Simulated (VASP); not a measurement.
CsMg6Al:

```
CELL_PARAMETERS angstrom
5.12106 0.00000 0.00000
0.00000 3.04276 8.88971
0.00000 -3.04276 8.88971
ATOMIC_POSITIONS crystal
Cs 0.50000 0.71012 0.71012
Al 0.50000 0.06559 0.06559
Mg 0.00000 0.89126 0.89126
Mg 0.00000 0.37840 0.37840
Mg 0.00000 0.79761 0.29462
Mg 0.00000 0.29462 0.79761
Mg 0.50000 0.67677 0.18564
Mg 0.50000 0.18564 0.67677
```

The cell comes from a database or a generator and needn't be the stable form of this composition.

* Program: VASP 6.6.1
* Task: single point
* Functional: PBE
* Potentials or basis: VASP PAW PBE potentials, release 64 (Cs_sv, Al, Mg)
* Cutoff: 520 eV
* k mesh: 5 × 5 × 5
* Occupations: fermi-dirac, width 0.05 eV
* Spin: no spin polarisation

On this cell: pressure 0.1 GPa; largest force 0.096 eV/Å; band gap on the k mesh none (metal or under the smearing width).

The same run follows on a disturbed copy (atoms moved at random, drawn with an rms of 0.05 Å):

```
Cs Al Mg
1.0
     5.12106    0.00000    0.00000
     0.00000    3.04276    8.88971
     0.00000   -3.04276    8.88971
Cs Al Mg
1 1 6
Direct
  0.50279 0.69826 0.72230
  0.49846 0.06897 0.06128
  0.99515 0.89363 0.89254
  0.00259 0.38096 0.37640
  0.00281 0.79366 0.30000
  0.00519 0.29148 0.79989
  0.50251 0.67290 0.18443
  0.48581 0.18366 0.68270
```

Task: What changes?

Result: The energy (extrapolated to zero smearing) moves by +2.9 meV/atom; pressure 0.2 GPa; largest force 0.320 eV/Å; band gap on the k mesh none (metal or under the smearing width).

Forces in eV/Å, atoms in the order of the input:
```
Cs  -0.006  0.041 -0.007
Al   0.089 -0.202 -0.050
Mg  -0.013 -0.004 -0.050
Mg  -0.093 -0.070  0.090
Mg  -0.020  0.025 -0.051
Mg  -0.124  0.051  0.000
Mg  -0.042 -0.068  0.151
Mg   0.210  0.227 -0.083
```

Stress tensor (GPa, compression positive):
```
-0.70  0.01  0.03
 0.01  1.17 -0.07
 0.03 -0.07  0.19
```
